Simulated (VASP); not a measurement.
These are PBE GGA, VASP's PBE PAW potentials (set 64) (plane waves; VASP 6.6.1) values and carry that method's errors.

VASP ran on this input.

**INCAR**
```
SYSTEM = FeO
PREC = Accurate
ENCUT = 520
EDIFF = 1E-6
NELM = 100
ALGO = Normal
LREAL = .FALSE.
LASPH = .TRUE.
ISMEAR = 0
SIGMA = 0.05
GGA = PE
LMAXMIX = 4
ISPIN = 2
MAGMOM = 4.0 -4.0 0.0 0.0
LORBIT = 10
LWAVE = .FALSE.
LCHARG = .FALSE.
ISIF = 2
NBANDS = 22
```

### POSCAR
```
FeO
1
    4.4166000000     2.2083000000     2.2083000000
    2.2083000000     4.4166000000     2.2083000000
    2.2083000000     2.2083000000     4.4166000000
Fe O
2 2
Direct
  0.0000000000   0.0000000000   0.0000000000
  0.5000000000   0.5000000000   0.5000000000
  0.2500000000   0.2500000000   0.2500000000
  0.7500000000   0.7500000000   0.7500000000
```

### KPOINTS
```
K-points
0
G
 8 8 8
0 0 0
```

POTCAR, in this order: Fe O (PBE.64 set). Program: vasp_std.

The resulting files:

File OSZICAR:
```
       N       E                     dE             d eps       ncg     rms          rms(c)
DAV:   1     0.243375635488E+03    0.24338E+03   -0.13518E+04  5800   0.151E+03
DAV:   2    -0.360457110937E+01   -0.24698E+03   -0.22798E+03  5846   0.341E+02
DAV:   3    -0.344745948887E+02   -0.30870E+02   -0.29199E+02  7094   0.137E+02
DAV:   4    -0.355432956786E+02   -0.10687E+01   -0.10636E+01  6232   0.281E+01
DAV:   5    -0.355648785519E+02   -0.21583E-01   -0.21571E-01  7014   0.374E+00    0.211E+01
DAV:   6    -0.321494098741E+02    0.34155E+01   -0.59259E+01  7738   0.966E+01    0.295E+01
DAV:   7    -0.295568804294E+02    0.25925E+01   -0.15793E+01  7564   0.739E+01    0.115E+01
DAV:   8    -0.297132394691E+02   -0.15636E+00   -0.18469E+00  6638   0.976E+00    0.713E+00
DAV:   9    -0.296844458678E+02    0.28794E-01   -0.41471E-01  9944   0.101E+01    0.199E+00
DAV:  10    -0.296735690221E+02    0.10877E-01   -0.11857E-01  8670   0.702E+00    0.537E-01
DAV:  11    -0.296733535699E+02    0.21545E-03   -0.23768E-02  8688   0.160E+00    0.203E-01
DAV:  12    -0.296736413559E+02   -0.28779E-03   -0.13129E-03  8254   0.438E-01    0.119E-01
DAV:  13    -0.296737621812E+02   -0.12083E-03   -0.34676E-04  8620   0.161E-01    0.974E-02
DAV:  14    -0.296737267684E+02    0.35413E-04   -0.16108E-04  9100   0.161E-01    0.347E-02
DAV:  15    -0.296737348225E+02   -0.80541E-05   -0.36444E-05  8536   0.617E-02    0.238E-02
DAV:  16    -0.296737312801E+02    0.35424E-05   -0.75917E-06  6420   0.567E-02    0.765E-03
DAV:  17    -0.296737313743E+02   -0.94159E-07   -0.63824E-06  7964   0.326E-02
   1 F= -.29673731E+02 E0= -.29670223E+02  d E =-.701748E-02  mag=     0.0000
```

File OUTCAR:
```
------------------------ aborting loop because EDIFF is reached ----------------------------------------
  FORCE on cell =-STRESS in cart. coord.  units (eV):
  Direction    XX          YY          ZZ          XY          YZ          ZX
  --------------------------------------------------------------------------------------
  Total       -3.2996783     -3.2996783     -3.2996783      0.6464156      0.6464156      0.6464156
  in kB     -122.7292209   -122.7292209   -122.7292209     24.0429746     24.0429746     24.0429746
  external PRESSURE =    -122.7292209 kB  Pullay stress =       0.0000000 kB
  volume of cell :       43.08
      direct lattice vectors                 reciprocal lattice vectors
     4.416600000  2.208300000  2.208300000     0.339627768 -0.113209256 -0.113209256
     2.208300000  4.416600000  2.208300000    -0.113209256  0.339627768 -0.113209256
     2.208300000  2.208300000  4.416600000    -0.113209256 -0.113209256  0.339627768
 POSITION                                       TOTAL-FORCE (eV/Angst)
 -----------------------------------------------------------------------------------
      0.00000      0.00000      0.00000        -0.000000      0.000000      0.000000
      4.41660      4.41660      4.41660        -0.000000     -0.000000     -0.000000
      2.20830      2.20830      2.20830         0.000000     -0.000000      0.000000
      6.62490      6.62490      6.62490         0.000000      0.000000     -0.000000
 -----------------------------------------------------------------------------------
    total drift:                                0.000000     -0.000000     -0.000000
  FREE ENERGIE OF THE ION-ELECTRON SYSTEM (eV)
  ---------------------------------------------------
  free  energy   TOTEN  =       -29.6737313743 eV

  energy  without entropy=      -29.6667138972  energy(sigma->0) =      -29.67022264

 total charge

# of ion       s       p       d       tot
------------------------------------------
    1        0.265   0.308   6.076   6.648
    2        0.265   0.308   6.076   6.648
    3        1.561   3.387   0.000   4.947
    4        1.561   3.387   0.000   4.947
--------------------------------------------------
tot          3.651   7.388  12.151  23.190

 magnetization (x)

# of ion       s       p       d       tot
------------------------------------------
    1        0.006   0.005   3.461   3.471
    2       -0.006  -0.005  -3.461  -3.471
    3        0.000   0.000   0.000   0.000
    4        0.000   0.000   0.000   0.000
--------------------------------------------------
tot          0.000   0.000   0.000   0.000
```
(Selected blocks of OUTCAR.)

OUTCAR:
```
 val. band max:        5.4534092582   @ k =   0.3750   0.2500   0.1250

 cond. band min:       5.4797719033   @ k =  -0.2500   0.5000   0.2500


 Fermi energy:         5.4575374374

 spin component 1

 k-point     1 :       0.0000    0.0000    0.0000
  band No.  band energies     occupation
      1     -14.5448      1.00000
      2     -13.5512      1.00000
      3      -2.4118      1.00000
      4      -0.2215      1.00000
      5      -0.2215      1.00000
      6       2.0514      1.00000
      7       2.0569      1.00000
      8       2.0569      1.00000
      9       2.1876      1.00000
     10       2.2689      1.00000
     11       2.2689      1.00000
     12       3.3025      1.00000
     13       3.3025      1.00000
     14       5.3166      0.99997
     15       5.3168      0.99997
     16       5.5172      0.04588
     17       5.7422      0.00000
     18       7.2072      0.00000
     19       7.2075      0.00000
     20       9.5704      0.00000
     21      13.7447      0.00000
     22      17.8782      0.00000

 k-point     2 :       0.1250   -0.0000   -0.0000
  band No.  band energies     occupation
      1     -14.4257      1.00000
      2     -13.5370      1.00000
      3      -2.1737      1.00000
      4      -0.3035      1.00000
      5      -0.1762      1.00000
      6       0.8867      1.00000
      7       1.5595      1.00000
      8       1.5999      1.00000
      9       2.1868      1.00000
     10       2.5317      1.00000
     11       2.6123      1.00000
     12       3.3976      1.00000
     13       3.6259      1.00000
     14       5.2567      1.00000
     15       5.4134      0.89430
     16       5.7350      0.00000
     17       6.4154      0.00000
     18       7.0080      0.00000
     19       7.1647      0.00000
     20      10.4559      0.00000
     21      13.6249      0.00000
     22      16.7195      0.00000

 k-point     3 :       0.2500   -0.0000   -0.0000
...
```

The compound is FeO in the rock salt, AFM-II order structure. The cell was not relaxed at this level. The run is one of a series of settings (NBANDS = 22 against the base run), some of them coarse on purpose.
